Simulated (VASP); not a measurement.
Write the native input for VASP 6.6.1 that does the following.

| Quantity | Value |
| --- | --- |
| Task | relaxation of cell and atoms |
| Functional | PBE |
| Potentials or basis | VASP PAW PBE potentials, release 64 (Nb_sv, W_sv, S) |
| Cutoff | 520 eV |
| k mesh | 4 × 4 × 2 |
| Occupations | gaussian, width 0.15 eV |
| Spin | no spin polarisation |
| Further INCAR settings | PREC = Normal; ALGO = Fast; EDIFF = 0.0001; IBRION = 2; EDIFFG = -0.08; NSW = 24; ISIF = 3 |

The structure of NbWS4 lies in POSCAR:

```
NbWS4
1.0
    4.5659155300      0.0000000000      0.0000000000
   -2.2829577700      3.9541988400      0.0000000000
    0.0000000000      0.0000000000      7.6265881400
Nb W S
1 1 4
Direct
    0.0000000000      0.0000000000      0.5000000000
    0.6666666700      0.3333333300      0.5000000000
    0.3333333300      0.6666666700      0.1832460400
    0.3333333300      0.6666666700      0.8167539600
    0.3333333300      0.6666666700      0.5000000000
    0.0000000000      0.0000000000      0.0000000000
```

The cell was built by a generator and needn't be a form met in nature.

These files were run (other wordings do the same):

INCAR

```
SYSTEM = NbWS4
PREC = Normal
ENCUT = 520
EDIFF = 1E-4
ISMEAR = 0
SIGMA = 0.15
LREAL = .FALSE.
LASPH = .TRUE.
NELM = 60
ALGO = Fast
ISIF = 3
LWAVE = .FALSE.
LCHARG = .FALSE.
GGA = PE
IBRION = 2
NSW = 24
EDIFFG = -0.08
```

KPOINTS

```
Automatic mesh
0
G
  4 4 2
  0 0 0
```

Potentials or basis: VASP PAW PBE potentials, release 64 (Nb_sv, W_sv, S).

Run with:

```bash
$ cat potpaw_PBE.64/Nb_sv/POTCAR potpaw_PBE.64/W_sv/POTCAR potpaw_PBE.64/S/POTCAR > POTCAR
$ mpirun -np 1 vasp_std > vasp.out
```

It gave:

* Relaxed volume: 21.51 Å³/atom
* Relaxed cell: a = 4.438 Å, b = 4.438 Å, c = 7.569 Å, α = 90.00°, β = 90.00°, γ = 120.00°
* Space group after relaxing (to 0.05 Å): P-6m2 (No. 187)
* Energy gained by relaxing: 53.6 meV/atom
* Ionic steps: 9
* Pressure after relaxing: -0.4 GPa
* Largest force after relaxing: 0.064 eV/Å
* Band gap on the k mesh: none (metal or under the smearing width)

Caveat: the k mesh is coarse (spacing up to 0.41 Å⁻¹), so the values aren't converged; the relaxation stopped at a loose force limit of 0.08 eV/Å, so its end isn't a converged minimum.

Wall time 85 s on 1 thread of Intel(R) Xeon(R) 6975P-C (Granite Rapids) (shared host), peak memory 0.21 GiB.
